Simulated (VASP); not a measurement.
Level of theory: RPBE GGA, VASP's PBE PAW potentials (set 64) (plane waves; VASP).

VASP ran on this input.

File KPOINTS:
```
K-points
0
Gamma
  9 9 9
0 0 0
```

### INCAR
```
ALGO=Normal
EDIFF=1E-7
ENCUT=520
GGA=RP
ISIF=2
ISMEAR=1
LASPH=.TRUE.
LCHARG=.FALSE.
LMAXMIX=4
LREAL=.FALSE.
LWAVE=.FALSE.
NELM=100
PREC=Accurate
SIGMA=0.1
SYSTEM=Ni3Si
```

POSCAR:
```
Ni3Si
1.0
  3.6028861474   0.0000000000   0.0000000000
  0.0000000000   3.6028861474   0.0000000000
  0.0000000000   0.0000000000   3.6028861474
Si Ni
1 3
Cart
  0.0000000000   0.0000000000   0.0000000000
  0.0000000000   1.8014430737   1.8014430737
  1.8014430737   0.0000000000   1.8014430737
  1.8014430737   1.8014430737   0.0000000000
```

POTCAR, in this order: Si Ni (PBE.64 set). Program: vasp_std.

The run wrote:

OSZICAR:
```
       N       E                     dE             d eps       ncg     rms          rms(c)
DAV:   1     0.196197220800E+03    0.19620E+03   -0.15510E+04  1470   0.209E+03
DAV:   2    -0.143912929129E+02   -0.21059E+03   -0.20364E+03  1470   0.368E+02
DAV:   3    -0.247347041809E+02   -0.10343E+02   -0.98626E+01  1600   0.107E+02
DAV:   4    -0.249906173516E+02   -0.25591E+00   -0.25383E+00  1698   0.148E+01
DAV:   5    -0.250000327902E+02   -0.94154E-02   -0.94134E-02  1760   0.274E+00    0.178E+01
DAV:   6    -0.255728870815E+02   -0.57285E+00   -0.55394E+01  1716   0.119E+02    0.183E+01
DAV:   7    -0.216924913322E+02    0.38804E+01   -0.16505E+01  1668   0.671E+01    0.368E+00
DAV:   8    -0.216811145375E+02    0.11377E-01   -0.74979E-01  1505   0.599E+00    0.137E+00
DAV:   9    -0.216647058451E+02    0.16409E-01   -0.38127E-02  2003   0.285E+00    0.573E-01
DAV:  10    -0.216627965066E+02    0.19093E-02   -0.30632E-03  1920   0.419E-01    0.270E-01
DAV:  11    -0.216623447329E+02    0.45177E-03   -0.99558E-04  2256   0.372E-01    0.522E-02
DAV:  12    -0.216623330275E+02    0.11705E-04   -0.12913E-04  1645   0.134E-01    0.154E-02
DAV:  13    -0.216623318453E+02    0.11821E-05   -0.83543E-06  1703   0.190E-02    0.886E-03
DAV:  14    -0.216623311433E+02    0.70206E-06   -0.57575E-07  1629   0.800E-03    0.255E-03
DAV:  15    -0.216623309754E+02    0.16791E-06   -0.21359E-07  1176   0.554E-03    0.748E-04
DAV:  16    -0.216623310312E+02   -0.55888E-07   -0.23541E-08   830   0.169E-03
   1 F= -.21662331E+02 E0= -.21662401E+02  d E =0.208424E-03
```

**OUTCAR**
```
------------------------ aborting loop because EDIFF is reached ----------------------------------------
  FORCE on cell =-STRESS in cart. coord.  units (eV):
  Direction    XX          YY          ZZ          XY          YZ          ZX
  --------------------------------------------------------------------------------------
  Total       -2.9003329     -2.9003329     -2.9003329     -0.0000000     -0.0000000      0.0000000
  in kB      -99.3589086    -99.3589086    -99.3589086     -0.0000000     -0.0000000      0.0000000
  external PRESSURE =     -99.3589086 kB  Pullay stress =       0.0000000 kB
  volume of cell :       46.77
      direct lattice vectors                 reciprocal lattice vectors
     3.602886147  0.000000000  0.000000000     0.277555260  0.000000000  0.000000000
     0.000000000  3.602886147  0.000000000     0.000000000  0.277555260  0.000000000
     0.000000000  0.000000000  3.602886147     0.000000000  0.000000000  0.277555260
 POSITION                                       TOTAL-FORCE (eV/Angst)
 -----------------------------------------------------------------------------------
      0.00000      0.00000      0.00000         0.000000      0.000000      0.000000
      0.00000      1.80144      1.80144         0.000000      0.000000      0.000000
      1.80144      0.00000      1.80144         0.000000      0.000000      0.000000
      1.80144      1.80144      0.00000         0.000000      0.000000      0.000000
 -----------------------------------------------------------------------------------
    total drift:                                0.000000      0.000000      0.000000
  FREE ENERGIE OF THE ION-ELECTRON SYSTEM (eV)
  ---------------------------------------------------
  free  energy   TOTEN  =       -21.6623310312 eV

  energy  without entropy=      -21.6625394550  energy(sigma->0) =      -21.66240051
```
(Selected blocks of OUTCAR.)

The compound is Ni3Si in the L1_2 structure. This cell is one point of a volume scan, at 1.06 of the reference volume. The run is not spin-polarised, so no magnetic state was tried.
